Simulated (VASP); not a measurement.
VASP input:

File KPOINTS:
```
Automatic mesh
0
Gamma
17 17 17
0 0 0
```

**INCAR**
```
SYSTEM=Al
PREC=Accurate; ENCUT=500; LREAL=.FALSE.
LASPH=.TRUE.
EDIFF=1E-6; NELM=100; ALGO=Normal
ISMEAR=1; SIGMA=0.1
GGA=PS
IBRION=2; NSW=40; ISIF=3
EDIFFG=-0.02; PSTRESS=450
LWAVE=.FALSE.; LCHARG=.FALSE.
```

POSCAR:
```
Al
1.0
  0.0000000000   1.8236070606   1.8236070606
  1.8236070606   0.0000000000   1.8236070606
  1.8236070606   1.8236070606   0.0000000000
Al
1
Cartesian
  0.0000000000   1.8236070606   1.8236070606
```

POTCAR, in this order: Al (PBE.64 set). Program: vasp_std.

### Question
Write an equivalent input for Ansatz.

### Answer
One equivalent input (not run):
Ansatz 0.2 input:
```yaml
crystal:
  lattice:
    - [0.0000000, 1.8236071, 1.8236071]
    - [1.8236071, 0.0000000, 1.8236071]
    - [1.8236071, 1.8236071, 0.0000000]
  atoms:
    - { symbol: Al, position: [1.0000000, 0.0000000, 0.0000000] }
kpoints:
  mp_grid: { grid: [17, 17, 17] }
hamiltonian:
  xc: pbesol
  pseudopotentials: { kind: paw }
scf:
  occupations: { method: methfessel_paxton, width: 0.1 }
  max_iter: 100
relax:
  max_steps: 40
  f_tol: 0.02
  cell: { p_target: 45 }
output: { forces: true, stress: true, eigenvalues: true }
```
The two are equivalent in intent, not identical: each code has its own PAW files, so the cut-off isn't converted (ENCUT is set for VASP's; basis.ecutwfc is left out, and Ansatz then takes the one that its files recommend); Ansatz stops its SCF on the density residual and VASP on the energy change (EDIFF).

The compound is Al in the fcc structure. It was relaxed first under an external pressure of 45 GPa.
